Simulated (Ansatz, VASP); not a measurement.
# Be48H95 (V_H1): VASP beside Ansatz

Wanted: the spread between two codes on one cell, functional and k mesh. The cell is taken from a series of runs on this material, whose earlier steps may have relaxed, scaled, displaced or heated it; both programs get it as it stands.

Method: plane waves, with VASP 6.6.1 beside it; single point at PBEsol, in Ansatz 0.2.0.

### Step 1. Starting point

The cell holds 143 atoms: 48 Be and 95 H. Its edges and angles: a = 12.225 Å, b = 12.225 Å, c = 12.225 Å, α = 141.9°, β = 88.5°, γ = 103.9°. It derives from BeH2 (BeH2 (Ibam)). Nearest the centre at fractional (0.622, 0.447, 0.415): Be25 at 2.09 Å, Be27 at 2.09 Å, H121 at 2.18 Å, H102 at 2.23 Å, H114 at 2.33 Å, H107 at 2.39 Å, H52 at 2.43 Å, H137 at 2.46 Å. The cell carries charge +1.

### Step 2. VASP: single point, PBEsol

With cell and atoms fixed, the geometry can't cause a difference; cores, projectors, grids and the points listed under the comparison can.

Lines of VASP's logs that name or quote its potential files are left out, and so is its time.

INCAR reads:

```
SYSTEM = Be48H95
PREC = Accurate
ENCUT = 520
EDIFF = 1E-06
NELM = 120
ISMEAR = -1
SIGMA = 0.01
LREAL = Auto
ALGO = Normal
GGA = PS
NELECT = 190
NBANDS = 195
LORBIT = 11
LWAVE = .FALSE.
LCHARG = .FALSE.
ISIF = 2
LASPH = .TRUE.
GGA_COMPAT = .FALSE.
EFERMI = MIDGAP
```

POSCAR reads:

```
Be48H95
1.0
   -3.9933261508      8.7573595481      7.5377721599
    3.9933261508     -8.7573595481      7.5377721599
    3.9933261508      8.7573595481     -7.5377721599
Be H
48 95
Direct
    0.1259622063      0.3762545165      0.2498955207
    0.3774853231      0.1189431312      0.2485222369
[... 1 atom line left out ...]
    0.3350386138      0.4416661464      0.2751896679
[... 1 atom line left out ...]
    0.4151795509      0.1911381134      0.1058174723
[... 17 atom lines left out ...]
    0.4152032167      0.6888785694      0.6060501656
    0.6247706207      0.3578777800      0.1829945633
[... 1 atom line left out ...]
    0.5803279416      0.2510504499      0.3901613153
    0.8338793394      0.4431609341      0.2763420324
    0.6717361801      0.0571863509      0.2120476890
[... 11 atom lines left out ...]
    0.6693655383      0.5820139466      0.2400289210
[... 1 atom line left out ...]
    0.6255874170      0.8683596724      0.7448990082
    0.8763336705      0.6270680761      0.7538236733
    0.5832593046      0.8023385354      0.8850966364
    0.8343502953      0.9399149909      0.7746915959
    0.6677730771      0.5588324179      0.7264505941
    0.9150927378      0.6904667465      0.6076046228
    0.2870861588      0.1959883211      0.3240840422
[... 1 atom line left out ...]
    0.3945939605      0.0616479682      0.0944039587
    0.4730210299      0.2755380153      0.4157130437
[... 3 atom lines left out ...]
    0.4120000732      0.3700826644      0.2777032174
[... 8 atom lines left out ...]
    0.3311227924      0.1085661426      0.9587913240
[... 11 atom lines left out ...]
    0.3422585309      0.6188552064      0.4590826497
[... 5 atom lines left out ...]
    0.3683353146      0.9473325706      0.1693238268
[... 3 atom lines left out ...]
    0.3778146608      0.5493307537      0.5821823751
[... 9 atom lines left out ...]
    0.7864944968      0.1903495725      0.3258394873
    0.6153785027      0.0555268552      0.3212676554
[... 3 atom lines left out ...]
    0.6082290580      0.1549462152      0.2319830800
    0.6525085798      0.3836239237      0.0532451092
    0.9036986259      0.3637106856      0.2752456603
    0.5262429129      0.1980540490      0.0639985926
    0.8728749244      0.4604250781      0.1779397812
    0.7163035179      0.3055044245      0.1758724383
[... 6 atom lines left out ...]
    0.6735878482      0.3911394218      0.5461871184
[... 5 atom lines left out ...]
    0.7870151325      0.7051780934      0.3317457540
    0.6279977761      0.5447858348      0.3231061462
[... 2 atom lines left out ...]
    0.8380344532      0.6164511954      0.4602367919
[... 7 atom lines left out ...]
    0.7831408003      0.6982733639      0.8302076219
    0.6271717829      0.5428109081      0.8259397071
    0.8778404600      0.5547907061      0.5887554465
[... 2 atom lines left out ...]
    0.5927092775      0.6261089714      0.7153556112
    0.6634573913      0.8854385709      0.5365372432
    0.9106464286      0.8697261450      0.7782839468
    0.5314974995      0.7018916937      0.5828841543
    0.6227483057      0.9435058611      0.9114873820
    0.8700967710      0.9570279058      0.6749138467
    0.7187941582      0.7982850997      0.6710206833
```

KPOINTS reads:

```
Automatic mesh
0
Gamma
1 1 1
0 0 0
```

PAW data sets: Be and H (PBE family, release 64).

Started as:

```bash
$ export OMP_NUM_THREADS=3
$ mpirun -np 1 vasp_gam
```

Numbers of over 12 decimals in the logs are rounded to 6 here.

Log:

```text
[banner, memory and clock lines left out]
running    1 mpi-ranks, on    1 nodes
[...]
Offloading initialized ...    1 GPUs detected
[...]
|                                                                             |
|               ----> ADVICE to this user running VASP <----                  |
|                                                                             |
|     You enforced a specific xc type in the INCAR file but a different       |
|     [... a line on the potential file left out ...]
|     I HOPE YOU KNOW WHAT YOU ARE DOING!                                     |
|                                                                             |

 LDA part: xc-table for (Slater+PW92), standard interpolation
 POSCAR, INCAR and KPOINTS ok, starting setup
[...]
entering main loop
       N       E                     dE             d eps       ncg     rms          rms(c)
DAV:   1     0.631763458365E+03    0.63176E+03   -0.78392E+04   390   0.851E+02
DAV:   2    -0.396079981409E+03   -0.10278E+04   -0.84713E+03   556   0.180E+02
DAV:   3    -0.531014498323E+03   -0.13493E+03   -0.13249E+03   508   0.560E+01
DAV:   4    -0.533808886987E+03   -0.27944E+01   -0.27862E+01   484   0.860E+00
DAV:   5    -0.533823295760E+03   -0.14409E-01   -0.14404E-01   500   0.717E-01BRMIX: very serious problems
 the old and the new charge density differ
 old charge density:   191.00000 new  190.00000
    0.301E+01
DAV:   6    -0.515675769363E+03    0.18148E+02   -0.62216E+00   460   0.379E+00    0.169E+01
DAV:   7    -0.507272850167E+03    0.84029E+01   -0.12766E+01   460   0.578E+00    0.180E+00
DAV:   8    -0.507450391391E+03   -0.17754E+00   -0.86544E-01   476   0.155E+00    0.714E-01
DAV:   9    -0.507444881616E+03    0.55098E-02   -0.70541E-02   492   0.440E-01    0.309E-01
[...]
DAV:  13    -0.507446719502E+03   -0.13175E-04   -0.56833E-05   460   0.237E-02    0.549E-03
DAV:  14    -0.507446726973E+03   -0.74710E-05   -0.67223E-05   508   0.141E-02    0.566E-03
DAV:  15    -0.507446727711E+03   -0.73863E-06   -0.55791E-06   476   0.450E-03
   1 F= -.50744673E+03 E0= -.50744673E+03  d E =0.000000E+00
```

Parts of OUTCAR (step 2):

```text
  FREE ENERGIE OF THE ION-ELECTRON SYSTEM (eV)
  ---------------------------------------------------
  free  energy   TOTEN  =      -507.4467277112 eV

  energy  without entropy=     -507.4467277112  energy(sigma->0) =     -507.44672771
```

The run ends at a pressure of 0.43 GPa, with forces up to 0.92 eV/Å.

### Step 3. Ansatz: single point, PBEsol

Ansatz runs on its default PAW (the set named soft_2) files.

The same cell, functional, mesh and smearing now go to Ansatz.

input.yaml reads:

```yaml
crystal:
  lattice:
    - [-3.99332615, 8.75735955, 7.53777216]
    - [3.99332615, -8.75735955, 7.53777216]
    - [3.99332615, 8.75735955, -7.53777216]
  atoms:
    - { symbol: Be, position: [0.12596220627, 0.37625451655, 0.2498955207] }
    - { symbol: Be, position: [0.37748532314, 0.1189431312, 0.24852223693] }
[... 1 atom line left out ...]
    - { symbol: Be, position: [0.33503861379, 0.44166614637, 0.2751896679] }
[... 1 atom line left out ...]
    - { symbol: Be, position: [0.41517955093, 0.19113811345, 0.10581747233] }
[... 17 atom lines left out ...]
    - { symbol: Be, position: [0.41375192488, 0.19164823253, 0.60963548406] }
    - { symbol: H, position: [0.28066017345, 0.1974157888, 0.8277982672] }
[... 1 atom line left out ...]
    - { symbol: H, position: [0.37913997314, 0.05432140041, 0.58852527187] }
    - { symbol: H, position: [0.46566509411, 0.29273628657, 0.91626578289] }
    - { symbol: H, position: [0.33112279243, 0.10856614258, 0.95879132399] }
[... 11 atom lines left out ...]
    - { symbol: Be, position: [0.1661328765, 0.5590814972, 0.22397649361] }
[... 1 atom line left out ...]
    - { symbol: H, position: [0.2824848409, 0.69688490299, 0.32461815113] }
    - { symbol: H, position: [0.12879927165, 0.54376475468, 0.32453971378] }
    - { symbol: H, position: [0.38291689064, 0.55523451377, 0.08722281427] }
    - { symbol: H, position: [0.46822515448, 0.7950617737, 0.41677727155] }
    - { symbol: H, position: [0.34225853092, 0.61885520643, 0.45908264969] }
    - { symbol: H, position: [0.09167320545, 0.63325859785, 0.22265895286] }
    - { symbol: H, position: [0.16249762605, 0.8837043118, 0.04043147883] }
[... 1 atom line left out ...]
    - { symbol: H, position: [0.0287232141, 0.71441955856, 0.08912004441] }
    - { symbol: H, position: [0.12000072701, 0.94888797082, 0.41581222809] }
[... 3 atom lines left out ...]
    - { symbol: Be, position: [0.37404187972, 0.62199351953, 0.74722928251] }
[... 8 atom lines left out ...]
    - { symbol: H, position: [0.3375724045, 0.61727163416, 0.95959395649] }
[... 11 atom lines left out ...]
    - { symbol: Be, position: [0.67173618009, 0.05718635094, 0.212047689] }
[... 5 atom lines left out ...]
    - { symbol: H, position: [0.8409231542, 0.12621303711, 0.46625040131] }
[... 3 atom lines left out ...]
    - { symbol: H, position: [0.5262429129, 0.19805404903, 0.0639985926] }
[... 9 atom lines left out ...]
    - { symbol: H, position: [0.62829220157, 0.03517659541, 0.81824471719] }
    - { symbol: H, position: [0.87859627999, 0.05757262501, 0.58935912732] }
[... 3 atom lines left out ...]
    - { symbol: H, position: [0.67358784821, 0.39113942184, 0.54618711838] }
    - { symbol: H, position: [0.909894631, 0.37314529253, 0.78404762779] }
    - { symbol: H, position: [0.53167221041, 0.21028722296, 0.59171740358] }
    - { symbol: H, position: [0.62321702204, 0.44666722692, 0.92005766254] }
    - { symbol: H, position: [0.87221263949, 0.4595009077, 0.67980217964] }
    - { symbol: H, position: [0.71838562347, 0.30593525223, 0.67985835881] }
[... 6 atom lines left out ...]
    - { symbol: H, position: [0.78701513251, 0.70517809337, 0.33174575401] }
[... 5 atom lines left out ...]
    - { symbol: H, position: [0.65730108441, 0.87340116145, 0.03269942319] }
    - { symbol: H, position: [0.89783828996, 0.86412959457, 0.2803180803] }
[... 2 atom lines left out ...]
    - { symbol: H, position: [0.88093444625, 0.96188017696, 0.18189076852] }
[... 7 atom lines left out ...]
    - { symbol: H, position: [0.78314080028, 0.6982733639, 0.83020762187] }
    - { symbol: H, position: [0.62717178285, 0.5428109081, 0.82593970712] }
    - { symbol: H, position: [0.87784046, 0.55479070613, 0.58875544648] }
[... 2 atom lines left out ...]
    - { symbol: H, position: [0.59270927753, 0.62610897141, 0.7153556112] }
    - { symbol: H, position: [0.66345739132, 0.88543857086, 0.53653724317] }
    - { symbol: H, position: [0.91064642855, 0.86972614497, 0.77828394679] }
    - { symbol: H, position: [0.53149749955, 0.70189169368, 0.58288415431] }
    - { symbol: H, position: [0.62274830575, 0.94350586108, 0.91148738205] }
    - { symbol: H, position: [0.87009677102, 0.95702790582, 0.67491384673] }
    - { symbol: H, position: [0.71879415824, 0.79828509974, 0.67102068328] }
  host:
    repeats: [2, 2, 2]
    atoms:
      - { symbol: Be, position: [0.25, 0.75, 0.5] }
      - { symbol: Be, position: [0.75, 0.25, 0.5] }
      # ... 16 more atoms of the perfect host
total_charge: 1
basis:
  ecutwfc: 420
  xc_grid: 2
hamiltonian:
  xc: pbesol
kpoints:
  mp_grid: { grid: [1, 1, 1] }
scf:
  occupations: { method: fermi_dirac, width: 0.01 }
  max_iter: 100
output:
  forces: true
  charged_corrections:
    epsilon: [3.63, 3.74, 3.59]
    static_epsilon: [4.37, 5.16, 5.26]
    defect_position: [0.621773, 0.447316, 0.415093]
checkpoint:
  read: "../qp1.relax_smeared.run"
  write: "../cc1.qp1.l0.75.run"
  compress: false
  write_wavefunctions: false
  write_every: 100000
```

Started as:

```bash
$ ansatz run input.yaml --threads 4 --pin off --max-ram 7536MiB --backend cpu --events-out ev --progress --plain --runs-dir out
```

Log:

```text
Warning: checkpoint.read: the run can stay near the saved state's solution: 143 site(s) moved relative to the saved geometry (max |Δs| = 1.959e-2 fractional); the SCF starts from the saved state under `checkpoint.density_extrapolation: transplant`, in force with no word given; its orbitals are not used off its sites. A run without `checkpoint.read` takes nothing of the state. A lower free energy from it at the same positions (and U, V and field ramp, if any) shows a solution that this start missed, and an equal or higher one rules none out (checkpoint.read, Limitations, in the input reference)
Engine: ansatz 0.2.0, x86_64-unknown-linux-gnu
Pseudopotentials: kind: paw
Pseudopotential: Be, paw, valence charge 2, recommended cutoff 420 eV (normal), Be.paw.azcp
Pseudopotential: H, paw, valence charge 1, recommended cutoff 420 eV (normal), H.paw.azcp
Functional definition: PBEsol
  exchange = pbesol_x
  correlation = pbesol_c
Crystal: 143 atoms, lattice volume = 1054.414 Å³
Basis set: ecut = 420 eV, 20653 PW (Γ), exchange–correlation on 180×180×180 points (8 copies of the dense FFT grid, shifted against one another)
Bands: 238, of which v1, the nominal top of the filled ones, is band 95 counted from 1 (94 counted from 0)
Symmetry: 1 space group operations
Space group: P1 (ITA 1), of the structure as read, at distance tolerance 1.0e-4 Å
k-points: 1
Non-local potential: Be, projectors of the file, l = 0: 2, l = 1: 2, l = 2: 1
Non-local potential: H, projectors of the file, l = 0: 2, l = 1: 1
PAW form: soft (Blöchl's): semilocal exchange-correlation on the pseudo side does not see the compensation charge
PAW frozen core: Be, regenerated for the run's functional, and the local potential with it (the file was generated under x = pbe(κ = 0.804, μ = 0.219515), c = pbe(β = 0.066725))
PAW one-centre angular grid: Be, 110 points (default); XC on 64 Gauss nodes
PAW one-centre angular grid: H, 110 points (default); XC on 64 Gauss nodes
Initial density: read from a saved state, or passed on in memory by an earlier SCF of this step, an earlier step, the calling program or the single point that the run made first, carried with its atoms to this geometry
Initial wavefunctions: pseudopotential atomic-orbital guess
Functional: x = pbesol(κ = 0.804, μ = 0.123457), c = pbesol(β = 0.046)
iter 1 solved again at ethr=1.76e-4 eV; its pass at ethr=3.10e-3 eV (dr2=3.35e-1 eV) is discarded
SCF iter   1: F=—  HF=-5826.762918 eV  |F-HF|=—  |Δ(HF+E_count)|=         —  Δρ=6.09e-3  dr2=3.33e-1  ethr=1.76e-4  ⟨swp⟩=9.0  Hψ=2169  notcnv=0  defer=2
preconditioner: auto → Resta (q_TF=auto, 2.050 Å⁻¹)  ε∞=2.7  [insulator: Δε(μ)=4.274 eV  Ē_g=11.984 eV  σ=0.010 eV  W_gap=1.00  n_scr=150 (ndim 8)  ℏωp=15.8 eV  f_vac=0.000  D(μ)=0.00/eV (n_scr^D=0)  ε∞_Penn≈2.7]
SCF iter   2: F=—  HF=-5826.704764 eV  |F-HF|=—  |Δ(HF+E_count)|=   5.82e-2  Δρ=3.13e-3  dr2=8.13e-2  ethr=1.75e-4  ⟨swp⟩=2.0  Hψ=277  notcnv=0  defer=16
SCF iter   3: F=—  HF=-5826.693481 eV  |F-HF|=—  |Δ(HF+E_count)|=   1.13e-2  Δρ=2.37e-4  dr2=1.00e-3  ethr=4.28e-5  ⟨swp⟩=3.0  Hψ=200  notcnv=0  defer=10
automatic band count: iteration 3 solves 110 bands in place of 238: the levels show a gap, and the empty bands left out lie too high to hold charge; the band table lists the bands solved (type scf.n_extra_bands for more)
SCF iter   4: F=—  HF=-5826.693915 eV  |F-HF|=—  |Δ(HF+E_count)|=   4.35e-4  Δρ=7.13e-5  dr2=9.72e-5  ethr=5.27e-7  ⟨swp⟩=2.0  Hψ=196  notcnv=0  defer=11
SCF iter   5: F=—  HF=-5826.693951 eV  |F-HF|=—  |Δ(HF+E_count)|=   3.52e-5  Δρ=1.38e-5  dr2=4.29e-6  ethr=5.12e-8  ⟨swp⟩=2.0  Hψ=206  notcnv=0  defer=11
SCF iter   6: F=—  HF=-5826.693961 eV  |F-HF|=—  |Δ(HF+E_count)|=   1.07e-5  Δρ=3.36e-6  dr2=2.18e-7  ethr=2.26e-9  ⟨swp⟩=2.0  Hψ=192  notcnv=0  defer=11
SCF iter   7: F=-5826.693962 eV  HF=-5826.693962 eV  |F-HF|=2.43e-8  |Δ(HF+E_count)|=   7.27e-7  Δρ=7.41e-7  dr2=1.02e-8  ethr=5.26e-11  ⟨swp⟩=13.0  Hψ=523  notcnv=0
SCF 1 converged in 7 iterations: F = -5826.693962 eV  dr2 = 1.02e-8
  greatest PAW one-centre occupation: 0.386 electrons in one spin orbital (limit 2), on the Be atom at site 72 (counted from 0), in its partial waves of l = 0
SCF converged after 7 iterations
Free energy (F): -5826.693962 eV
Harris-Foulkes:  -5826.693962 eV  (|F-HF|=2.43e-8)
Internal energy: -5826.693962 eV  (E = F + TS)
E sigma→0 (E₀):  -5826.693962 eV
Fermi energy:    1.200640 eV
--- Per-component energies (eV) ---
  E_band       = -665.331538
  E_kinetic    = 2263.395129
  E_local      = -2089.732654  (includes V_loc(G=0)·N_el)
  E_nonlocal   = 368.552484
  E_hartree    = 486.914349
  E_xc         = -1751.371174
  E_vxc        = -2052.659517  (∫ρ·V_xc dr)
  E_paw        = -2796.674289  (= ΣΔE_a)
  E_vpaw       = -128.591622  (= ΣTr[D̂ρ^β])
  E_aug_tail   = -0.123566  (compensation charges beyond the density's cutoff)
  E_ewald      = -2308.111744
[...]
atom  11  H     -0.00405448    -0.01366794     0.01600498
  atom  12  H     -0.00464976     0.00017539     0.00556823
  atom  13  H      0.00170016     0.00662765    -0.00182206
  atom  14  H     -0.04070221     0.07950031     0.01561547
  atom  15  H     -0.00055830    -0.00802287    -0.00647443
  atom  16  H      0.00028295    -0.00135497     0.00176209
  atom  17  H     -0.01158916     0.02053930    -0.00968032
  atom  18  H     -0.01298642     0.01892482     0.00991262
  atom  19  Be     0.00013306     0.00230518    -0.00663463
  atom  20  Be     0.00699594    -0.01787931     0.00815771
  atom  21  Be    -0.00132971     0.00003422     0.00704360
  atom  22  Be     0.00481089     0.00796539    -0.02816650
  atom  23  Be     0.00128085    -0.01205324     0.00588690
  atom  24  Be     0.00805212     0.01671520    -0.00791557
  atom  25  H      0.00118027     0.00880228     0.00248624
  atom  26  H      0.00012230     0.00927304    -0.00862446
  atom  27  H     -0.00595839    -0.00003932    -0.00017112
  atom  28  H     -0.00145092     0.00348636    -0.00204070
  atom  29  H      0.05148205     0.05097902     0.01943550
  atom  30  H     -0.00296082     0.00133810    -0.00184554
  atom  31  H     -0.00368960     0.00102183     0.00418742
  atom  32  H     -0.00091962    -0.00042152     0.00433467
  atom  33  H     -0.00205794    -0.00181145     0.00023784
  atom  34  H      0.00265089    -0.00074336     0.00126227
[...]
atom 136  H     -0.00161547    -0.01135362    -0.00066436
  atom 137  H     -0.03364815    -0.01702374     0.00953727
  atom 138  H     -0.00360956     0.01630950    -0.00831129
  atom 139  H     -0.00353243    -0.00568667    -0.00908039
  atom 140  H     -0.00845918     0.00925032     0.00698028
  atom 141  H      0.00655599     0.00907268    -0.00630110
  atom 142  H     -0.00746958     0.00771155    -0.01768505
  atom 143  H     -0.00562175    -0.00737357    -0.02174469
  max |Σ_I F_I| component: 2.52e-5 eV/Å
--- Charged-cell corrections in eV (Makov–Payne, q = +1.000 e, ε = [3.630, 3.740, 3.590] of the electrons, [4.370, 5.160, 5.260] with the ions) ---
  F (periodic)     = -5826.693962  (uncorrected; the corrections below are reported, never added to it)
  E_corr1          = +0.526012  (monopole, q²α_M/2ε̄L, of the cell on which ε is isotropic)
  F Makov-Payne    = n/a  (the rows are of the electrons' constant alone; ansatz place-levels tells what screens the charge)
  no potential alignment in this run, which stands beside a crystal: run the host's input off ansatz write-host-input, and read the two finished runs by ansatz place-levels (neither reads a slab, a wire or a sheet, whose cell leaves a vacuum)
--- Band table (eV) ---
  k-point 0: bands = [... 91 lower, -1.0536, -1.0345, -1.0284, -0.9181, 3.3194, 3.7898, 4.0483, 4.2835, ... 11 higher]
```

Reading the cycles: dr2 is the Hartree energy of the density residual (eV), the measure of convergence; HF is the Harris–Foulkes estimate of the energy, which meets the free energy F at convergence.

### Step 4. Differences

Known differences besides the potentials themselves: the cutoff is 420 eV in Ansatz and 520 eV in VASP (PREC = Accurate, projectors in real space); Ansatz makes its cores anew for this functional, VASP keeps those of its PBE data sets. Total energies have different zeros and are not compared.

The two programs side by side:

```tsv
quantity	Ansatz	VASP	difference
gap on the k mesh (eV)	4.238	4.234	+0.003
```

Forces on 9 of the 143 atoms, those with the largest forces and the largest differences (eV/Å; atoms numbered as in POSCAR):

```tsv
atom	Ansatz x, y, z	VASP x, y, z
Be25	-0.171, -0.373, 0.581	-0.172, -0.374, 0.579
Be27	0.396, 0.449, -0.698	0.399, 0.447, -0.703
Be29	-0.122, 0.232, -0.114	-0.130, 0.234, -0.113
H102	-0.553, -0.281, 0.456	-0.558, -0.295, 0.463
H103	0.137, 0.190, -0.239	0.130, 0.195, -0.240
H105	-0.128, -0.048, -0.334	-0.138, -0.047, -0.334
H107	-0.076, 0.233, -0.041	-0.085, 0.238, -0.047
H121	0.227, -0.021, -0.013	0.241, -0.019, -0.020
H128	-0.011, 0.008, 0.006	-0.023, 0.005, 0.009
```

The forces differ by 5.7 meV/Å r.m.s., which is 7.0 % of the r.m.s. force of 0.081 eV/Å (both taken over all components). A gap on the mesh is an upper bound, since the band edges may lie between its points. The cell carries a charge of +1 e against a uniform background, so its pressure also hangs on how the neutralising background is counted, and in a defect's cell a gap may be the spacing between its levels.

### Step 5. Outcome

| Property | Result |
| --- | --- |
| r.m.s. force difference (single point, PBEsol) | 5.7 meV/Å |

What this shows: The r.m.s. force difference is 5.7 meV/Å (single point, PBEsol), within the 12 meV/Å picked in this series as the mark of a large difference. How closely two codes agree says nothing of how well the functional describes the real material.

[Lines on the potential files, build, host, timing and source positions are cut from VASP's logs without a mark.]

[Logs are printed without paths, hosts, clocks, repeated set-up lines and the standing remarks that a program may print on its own settings, such as how far it seeks lower states.]

[Hosts, paths, dates, database ids (printed as entryN), source tags and the programs' standing remarks are cut or masked in the printed files.]
